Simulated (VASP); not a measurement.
# B2AsRu2 (P1) in VASP: density of states with PBE

Aim: the density of states of B2AsRu2 with PBE.

Everything below comes from runs of VASP 6.6.1. Logs are shortened: lines on timing, memory, paths and dates and some standing lists are left out, and cuts for length are marked.

## (1) The crystal as given

The typed cell holds 5 atoms: a = 3.577 Å, b = 3.577 Å, c = 5.652 Å, α = 71.55°, β = 71.54°, γ = 90.01°.

The cell was built by a generator and needn't be a form met in nature.

## (2) Density of states, PBE

POSCAR reads:

```
B2AsRu2
1.0
   -0.0004600000      3.5772130000     -0.0004510000
    3.5774550000     -0.0004600000     -0.0001960000
    1.7887740000      1.7890140000     -5.0546480000
As Ru B
1 2 2
Direct
    0.0103820000      0.9971640000      0.9867700000
    0.7551390000      0.2399880000      0.4923290000
    0.2516050000      0.7527780000      0.5005860000
    0.3928580000      0.3684740000      0.2491530000
    0.5995620000      0.6059960000      0.7646180000
```

INCAR.step1 reads:

```
SYSTEM = B2AsRu2
PREC = Accurate ; ENCUT = 520
EDIFF = 1E-7 ; ISMEAR = -1
SIGMA = 0.1 ; LREAL = .FALSE.
LASPH = .TRUE. ; NELM = 100
ALGO = Normal ; ISIF = 2
LWAVE = .FALSE. ; LCHARG = .TRUE.
LMAXMIX = 4 ; GGA = PE
NBANDS = 28
```

KPOINTS.step1 reads:

```
Automatic mesh
0
Gamma
  5 5 4
  0.5 0.5 0
```

INCAR.step2 reads:

```
SYSTEM = B2AsRu2
PREC = Accurate ; ENCUT = 520
EDIFF = 1E-7 ; ISMEAR = -5
SIGMA = 0.1 ; LREAL = .FALSE.
LASPH = .TRUE. ; NELM = 100
ALGO = Normal ; ISIF = 2
LWAVE = .FALSE. ; LCHARG = .FALSE.
LMAXMIX = 4 ; GGA = PE
LORBIT = 10 ; NEDOS = 2001
ICHARG = 11
```

KPOINTS.step2 reads:

```
regular mesh
0
G
  8 8 6
  0 0 0
```

Potentials or basis: VASP PAW PBE potentials, release 64 (As, Ru_pv, B).

The run is started by

```console
cat potpaw_PBE.64/As/POTCAR potpaw_PBE.64/Ru_pv/POTCAR potpaw_PBE.64/B/POTCAR > POTCAR
cp INCAR.step1 INCAR
cp KPOINTS.step1 KPOINTS
mpirun -np 1 vasp_std > vasp.out
cp INCAR.step2 INCAR
cp KPOINTS.step2 KPOINTS
mpirun -np 1 vasp_std > vasp.out
```

OUTCAR:

```text
SYSTEM = B2AsRu2
   PREC = Accurate
   ENCUT = 520
   EDIFF = 1E-7
   ISMEAR = -5
   LREAL = .FALSE.
   LASPH = .TRUE.
   NELM = 100
   ISIF = 2
   GGA = PE
   LORBIT = 10
   ICHARG = 11

 ion  position               nearest neighbor table
   1  0.010  0.997  0.987-   3 3.01   3 3.07   2 3.07   2 3.08   2 3.11   2 3.13
   2  0.755  0.240  0.492-   4 2.12   4 2.22   5 2.25   5 2.26   3 2.49   3 2.49   3 2.57   3 2.57
                             1 3.07   1 3.08   1 3.11   1 3.13
   3  0.252  0.753  0.501-   4 2.17   5 2.18   4 2.22   5 2.29   2 2.49   2 2.49   2 2.57   2 2.57
                             1 3.01   1 3.07
   4  0.393  0.368  0.249-   2 2.12   3 2.17   2 2.22   3 2.22
   5  0.600  0.606  0.765-   3 2.18   2 2.25   2 2.26   3 2.29

  LATTYP: Found a triclinic cell.
 ALAT       =     3.5772130580
 B/A-ratio  =     1.4144432343
 C/A-ratio  =     1.5801158307
 COS(alpha) =     0.0000599546
 COS(beta)  =     0.3165766296
 COS(gamma) =     0.7071737918

  Lattice vectors:

 A1 = (   0.0004600000,  -3.5772130000,   0.0004510000)
 A2 = (   3.5779150000,  -3.5776730000,   0.0002550000)
 A3 = (  -1.7887740000,  -1.7890140000,   5.0546480000)

Analysis of symmetry for initial positions (statically):
=====================================================================
 Subroutine PRICEL returns:
 Original cell was already a primitive cell.

 Routine SETGRP: Setting up the symmetry group for a
 triclinic supercell.

 Subroutine GETGRP returns: Found  1 space group operations
 (whereof  1 operations were pure point group operations)
 out of a pool of  2 trial point group operations.

The static configuration has the point symmetry C_1 .

Analysis of symmetry for dynamics (positions and initial velocities):
=====================================================================
 Subroutine PRICEL returns:
 Original cell was already a primitive cell.

 Routine SETGRP: Setting up the symmetry group for a
 triclinic supercell.

 Subroutine GETGRP returns: Found  1 space group operations
 (whereof  1 operations were pure point group operations)
 out of a pool of  2 trial point group operations.

The dynamic configuration has the point symmetry C_1 .

 Subroutine INISYM returns: Found  1 space group operations
 (whereof  1 operations are pure point group operations),
 and found     1 'primitive' translations

----------------------------------------------------------------------------------------

                                     Primitive cell

  volume of cell :      64.6818

  direct lattice vectors                    reciprocal lattice vectors
    -0.000460000  3.577213000 -0.000451000     0.000041368  0.279559716  0.098960451
     3.577455000 -0.000460000 -0.000196000     0.279533751  0.000048420  0.098940486
     1.788774000  1.789014000 -5.054648000    -0.000010843 -0.000024946 -0.197850379

  length of vectors
     3.577213058  3.577455035  5.652410983     0.296558270  0.296527132  0.197850381

  position of ions in fractional coordinates (direct lattice)
     0.010382000  0.997164000  0.986770000
     0.755139000  0.239988000  0.492329000
     0.251605000  0.752778000  0.500586000
     0.392858000  0.368474000  0.249153000
     0.599562000  0.605996000  0.764618000

  ion indices of the primitive-cell ions
   primitive index   ion index
                 1           1
                 2           2
                 3           3
                 4           4
                 5           5

----------------------------------------------------------------------------------------

 KPOINTS: regular mesh

Automatic generation of k-mesh.
 Grid dimensions read from file:
 generate k-points for:    8    8    6

 Generating k-lattice:

  Cartesian coordinates                     Fractional coordinates (reciprocal lattice)
     0.000005171  0.034944964  0.012370056     0.125000000 -0.000000000  0.000000000
     0.034941719  0.000006052  0.012367561    -0.000000000  0.125000000  0.000000000
    -0.000001807 -0.000004158 -0.032975063     0.000000000 -0.000000000  0.166666667

  Length of vectors
     0.037069784  0.037065891  0.032975064

  Shift w.r.t. Gamma in fractional coordinates (k-lattice)
     0.000000000  0.000000000  0.000000000

 TETIRR: Found   1152 inequivalent tetrahedra from     2304

 Subroutine IBZKPT returns following result:
 ===========================================

 Found    196 irreducible k-points:

 Following reciprocal coordinates:
            Coordinates               Weight
  0.000000  0.000000  0.000000      1.000000
  0.125000 -0.000000  0.000000      2.000000
  0.250000 -0.000000  0.000000      2.000000
  0.375000 -0.000000  0.000000      2.000000
  0.500000 -0.000000  0.000000      1.000000
 -0.000000  0.125000  0.000000      2.000000
[... 16 lines left out ...]
  0.125000  0.375000  0.000000      2.000000
  0.250000  0.375000  0.000000      2.000000
 [... further k-points ...]
   k-points           NKPTS =    196   k-points in BZ     NKDIM =    196   number of bands    NBANDS=     23
   number of dos      NEDOS =   2001   number of ions     NIONS =      5
   total plane-waves  NPLWV =  32928
   dimension x,y,z NGX =    28 NGY =   28 NGZ =   42
   dimension x,y,z NGXF=    56 NGYF=   56 NGZF=   84
   ions per type =               1   2   2
   NGX,Y,Z   is equivalent  to a cutoff of  13.01, 13.01, 12.35 a.u.
   NGXF,Y,Z  is equivalent  to a cutoff of  26.03, 26.02, 24.71 a.u.
 SYSTEM =  B2AsRu2
   PREC   = accura    normal or accurate (medium, high low for compatibility)
   ISTART =      0    job   : 0-new  1-cont  2-samecut
   ICHARG =     11    charge: 1-file 2-atom 10-const
   ISPIN  =      1    spin polarized calculation?
   LNONCOLLINEAR =      F non collinear calculations
   LSORBIT =      F    spin-orbit coupling
   LASPH  =      T    aspherical Exc in radial PAW
   ENCUT  =  520.0 eV  38.22 Ry    6.18 a.u.   6.65  6.65 10.51*2*pi/ulx,y,z
   NELM   =    100;   NELMIN=  2; NELMDL=  0     # of ELM steps
   EDIFF  = 0.1E-06   stopping-criterion for ELM
   LREAL  =      F    real-space projection
   EDIFFG = 0.1E-05   stopping-criterion for IOM
   NSW    =      0    number of steps for IOM
   IBRION =     -1    ionic relax: 0-MD 1-quasi-New 2-CG
   NFREE  =      0    steps in history (QN), initial steepest desc. (CG)
   ISIF   =      2    stress and relaxation
   ISYM   =      2    0-nonsym 1-usesym 2-fastsym
   POTIM  = 0.5000    time-step for ionic-motion
   TEBEG  =    0.0;   TEEND  =   0.0 temperature during run
   PSTRESS=    0.0 pullay stress
   NELECT =      39.0000    total number of electrons
   NUPDOWN=      -1.0000    fix difference up-down
   EMIN   =  10.00;   EMAX   =-10.00  energy-range for DOS
   EFERMI =   0.00;   METHOD = LEGACY
   ISMEAR =    -5;   SIGMA  =   0.10  broadening in eV -4-tet -1-fermi 0-gaus
   EFERMI_NEDOS =   21; number of points for ismear=-14 and -15
   IALGO  =     38    algorithm
   IMIX   =      4    mixing-type and parameters
     AMIX     =   0.40;   BMIX     =  1.00
     AMIX_MAG =   1.60;   BMIX_MAG =  1.00
  volume/ion in A,a.u.               =      12.94        87.30
  Fermi-wavevector in a.u.,A,eV,Ry     =   1.383043  2.613572 26.025331  1.912808
  Thomas-Fermi vector in A             =   2.507678
   LORBIT       =     10    0 simple, 1 ext, 2 COOP (PROOUT), +10 PAW based schemes
   GGA     = PE    functional components
   LHFCALC =     F    Hartree Fock is set to
   AEXX    =    0.0000 exact exchange contribution
   IVDW    =     0    specifies the selected vdW correction
   LEPSILON=     F    determine dielectric tensor
   LRPA    =     F    only Hartree local field effects (RPA)
 non-spin polarized calculation
 Fermi weights with tetrahedron method with Bloechl corrections
  energy-cutoff  :      520.00
  volume of cell :       64.68
 maximum number of plane-waves:      1767

 number of electron      39.0000003 magnetization

 Free energy of the ion-electron system (eV)
  ---------------------------------------------------
  ext. energy  EPLUGINS =         0.00000000
  ---------------------------------------------------
  free energy    TOTEN  =       -33.10154725 eV

  energy without entropy =      -33.10154725  energy(sigma->0) =      -33.10154725

 E-fermi :   8.6767     XC(G=0): -12.1852

 val. band max:        8.8009520048   @ k =   0.2500  -0.0000   0.1667
 cond. band min:       8.6019549966   @ k =   0.2500   0.2500   0.5000
 fundamental gap:     -0.1989970082
 Fermi energy:         8.6767190094

 k-point     1 :       0.0000    0.0000    0.0000
  band No.  band energies     occupation
      1     -34.5424      2.00000
      2     -34.5261      2.00000
      3     -34.1285      2.00000
      4     -33.8915      2.00000
      5     -33.6661      2.00000
      6     -33.6624      2.00000
[... 15 lines left out ...]
     22      10.6210      0.00000
     23      10.7111      0.00000

 k-point     2 :       0.1250   -0.0000    0.0000
  band No.  band energies     occupation
      1     -34.5160      2.00000
      2     -34.4959      2.00000
      3     -34.1192      2.00000
      4     -33.9005      2.00000
      5     -33.7037      2.00000
      6     -33.6954      2.00000
[... 15 lines left out ...]
     22      10.2046      0.00000
     23      10.4287      0.00000

 k-point     3 :       0.2500   -0.0000    0.0000
  band No.  band energies     occupation
      1     -34.4394      2.00000
      2     -34.4102      2.00000
      3     -34.0927      2.00000
      4     -33.9270      2.00000
      5     -33.8069      2.00000
      6     -33.7879      2.00000
[... 15 lines left out ...]
     22       9.8529      0.00000
     23       9.9381      0.00000
[... 495 lines left out ...]
 k-point    23 :       0.1250    0.3750    0.0000
  band No.  band energies     occupation
      1     -34.4690      2.00000
      2     -34.2068      2.00000
      3     -34.0570      2.00000
      4     -34.0376      2.00000
      5     -33.9630      2.00000
      6     -33.7648      2.00000
[... 15 lines left out ...]
     22       9.8927      0.00000
     23      10.7691      0.00000

 k-point    24 :       0.2500    0.3750    0.0000
  band No.  band energies     occupation
      1     -34.5968      2.00000
      2     -34.3771      2.00000
      3     -34.0425      2.00000
      4     -33.9730      2.00000
      5     -33.8738      2.00000
      6     -33.6375      2.00000
[... 15 lines left out ...]
     22       9.5716      0.00000
     23      11.3344      0.00000

 [... further k-points ...]
[... 5 lines left out ...]
  --------------------------------------------------------------------------------------
  -------------------------------------------------------------------------------------
  Total        4.1182434      4.8066640    -11.8864440      0.0322232     -0.6521335      0.4127600
  in kB      102.0094733    119.0617510   -294.4289051      0.7981729    -16.1534386     10.2241237
  external PRESSURE =     -24.4525603 kB  Pullay stress =       0.0000000 kB

 VOLUME and BASIS-vectors are now :
 -----------------------------------------------------------------------------
  energy-cutoff  :      520.00
  volume of cell :       64.68
      direct lattice vectors                 reciprocal lattice vectors
    -0.000460000  3.577213000 -0.000451000     0.000041368  0.279559716  0.098960451
     3.577455000 -0.000460000 -0.000196000     0.279533751  0.000048420  0.098940486
     1.788774000  1.789014000 -5.054648000    -0.000010843 -0.000024946 -0.197850379

 POSITION                                       TOTAL-FORCE (eV/Angst)
 -----------------------------------------------------------------------------------
      5.33241      1.80203     -4.98798        -0.005510      0.054688      0.115962
      1.73886      3.58197     -2.48894         0.784069      0.443061     -0.322863
      3.58835      1.79525     -2.53055        -0.965071     -0.433003     -0.406329
      1.76370      1.85091     -1.25963         0.254961     -0.372921      0.155678
      3.53538      3.51239     -3.86526        -0.068449      0.308175      0.457551
 -----------------------------------------------------------------------------------
    total drift:                                0.001585      0.001970      0.013878

  FREE ENERGIE OF THE ION-ELECTRON SYSTEM (eV)
  ---------------------------------------------------
  free  energy   TOTEN  =       -33.1015472483 eV

  energy  without entropy=      -33.1015472483  energy(sigma->0) =      -33.10154725

 total charge

# of ion       s       p       d       tot
------------------------------------------
    1        1.393   1.073   0.058   2.525
    2        0.402   6.320   6.115  12.837
    3        0.402   6.319   6.116  12.837
    4        0.699   0.996   0.000   1.695
    5        0.684   0.957   0.000   1.641
--------------------------------------------------
tot          3.580  15.665  12.289  31.534
```

Wall time 3.5 min (1 thread of Intel Xeon Platinum 8259CL at 2.50GHz (Skylake/Cascade Lake), shared host); peak memory 0.39 GiB.

What came out:

```yaml
Valence_electrons_inside_the_program's_atomic_spheres: As 2.52; Ru 12.84; B 1.70, 1.64
```

States per cell in windows of 1 eV (zero at the Fermi level; states under -8 eV left out):
```
from (eV)  total  Ru2_d  Ru3_d  As1_p  B4_p  B5_p  B5_s
     -8.0   2.25   0.31   0.32   0.02  0.04  0.04  0.32
     -7.0   0.08   0.01   0.01   0.01  0.00  0.00  0.00
     -6.0   3.19   0.57   0.57   0.28  0.16  0.16  0.02
     -5.0   3.70   0.97   0.97   0.22  0.17  0.16  0.01
     -4.0   3.41   0.93   0.93   0.12  0.15  0.14  0.04
     -3.0   3.48   0.96   0.97   0.08  0.21  0.19  0.01
     -2.0   3.12   0.91   0.90   0.09  0.14  0.15  0.02
     -1.0   4.03   1.32   1.33   0.19  0.09  0.10  0.02
      0.0   3.31   0.97   0.96   0.31  0.08  0.08  0.03
      1.0   2.43   0.44   0.44   0.41  0.09  0.09  0.07
      2.0   1.26   0.20   0.20   0.23  0.05  0.06  0.05
      3.0   0.01   0.00   0.00   0.00  0.00  0.00  0.00
      4.0   0.00   0.00   0.00   0.00  0.00  0.00  0.00
```

Caveat: the k mesh is coarse (spacing up to 0.37 Å⁻¹), so the values aren't converged; tetrahedron occupations give inexact forces and stress in metals.
